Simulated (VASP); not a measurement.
All values below come from PBE GGA, VASP's PBE PAW potentials (set 64) (plane waves; VASP).

VASP ran on this input.

**KPOINTS**
```
Automatic mesh
0
Gamma
13 13 7
0 0 0
```

POSCAR:
```
Zr
1.0
  1.6128098066  -2.7934684740   0.0000000000
  1.6128098066   2.7934684740   0.0000000000
  0.0000000000   0.0000000000   5.1927655795
Zr
2
Cart
  1.6128098066   0.9311580203   1.2981913949
  1.6128098066  -0.9311580203   3.8945741846
```

INCAR:
```
# general
SYSTEM  = Zr
PREC    = Accurate
ENCUT   = 500   # plane-wave cut-off (eV)
LREAL   = .FALSE.   # projection in real space or not
LASPH   = .TRUE.

# electronic loop
EDIFF   = 1E-6
NELM    = 100
ALGO    = Normal
LMAXMIX = 4   # l cut-off of mixed one-centre charges

# smearing
ISMEAR  = 1   # Methfessel-Paxton
SIGMA   = 0.1   # width (eV)

# functional
GGA     = PE

# ions
IBRION  = 2   # conjugate gradients
NSW     = 40   # most ionic steps
ISIF    = 3
EDIFFG  = -0.02

# output
LWAVE   = .FALSE.
LCHARG  = .FALSE.
```

POTCAR, in this order: Zr_sv (PBE.64 set). Program: vasp_std.

The resulting files:

OSZICAR:
```
       N       E                     dE             d eps       ncg     rms          rms(c)
DAV:   1     0.214122097166E+03    0.21412E+03   -0.13478E+04  2688   0.144E+03
DAV:   2    -0.329666747287E+01   -0.21742E+03   -0.21548E+03  3352   0.412E+02
DAV:   3    -0.174993015412E+02   -0.14203E+02   -0.14097E+02  5168   0.776E+01
DAV:   4    -0.177480556707E+02   -0.24875E+00   -0.24866E+00  2888   0.117E+01
DAV:   5    -0.177554137076E+02   -0.73580E-02   -0.73578E-02  4352   0.131E+00    0.142E+01
DAV:   6    -0.171515479902E+02    0.60387E+00   -0.96767E-01  2792   0.869E+00    0.557E+00
DAV:   7    -0.170335240788E+02    0.11802E+00   -0.63150E-01  3872   0.611E+00    0.113E+00
DAV:   8    -0.170393715419E+02   -0.58475E-02   -0.39839E-02  3480   0.168E+00    0.293E-01
DAV:   9    -0.170396134923E+02   -0.24195E-03   -0.19357E-03  3320   0.472E-01    0.372E-02
DAV:  10    -0.170395660340E+02    0.47458E-04   -0.52614E-05  3992   0.482E-02    0.241E-02
DAV:  11    -0.170395665472E+02   -0.51311E-06   -0.11389E-05  2944   0.434E-02    0.403E-03
DAV:  12    -0.170395664717E+02    0.75420E-07   -0.33966E-07  2048   0.473E-03
   1 F= -.17039566E+02 E0= -.17039634E+02  d E =-.170396E+02
```

**OUTCAR**
```
------------------------ aborting loop because EDIFF is reached ----------------------------------------
  FORCE on cell =-STRESS in cart. coord.  units (eV):
  Direction    XX          YY          ZZ          XY          YZ          ZX
  --------------------------------------------------------------------------------------
  Total       -0.0021784     -0.0021784     -0.0006812      0.0000000     -0.0000000      0.0000000
  in kB       -0.0745920     -0.0745920     -0.0233238      0.0000000     -0.0000000      0.0000000
  external PRESSURE =      -0.0575026 kB  Pullay stress =       0.0000000 kB
  volume of cell :       46.79
      direct lattice vectors                 reciprocal lattice vectors
     1.612809807 -2.793468474  0.000000000     0.310017956 -0.178988954  0.000000000
     1.612809807  2.793468474  0.000000000     0.310017956  0.178988954  0.000000000
     0.000000000  0.000000000  5.192765579     0.000000000  0.000000000  0.192575610
 POSITION                                       TOTAL-FORCE (eV/Angst)
 -----------------------------------------------------------------------------------
      1.61281      0.93116      1.29819        -0.000000     -0.000000      0.000000
      1.61281     -0.93116      3.89457         0.000000      0.000000      0.000000
 -----------------------------------------------------------------------------------
    total drift:                                0.000000      0.001132     -0.000019
  FREE ENERGIE OF THE ION-ELECTRON SYSTEM (eV)
  ---------------------------------------------------
  free  energy   TOTEN  =       -17.0395664717 eV

  energy  without entropy=      -17.0397695360  energy(sigma->0) =      -17.03963416

 reached required accuracy - stopping structural energy minimisation
```
(Selected blocks of OUTCAR.)

The compound is Zr in the hcp structure. It was relaxed first.
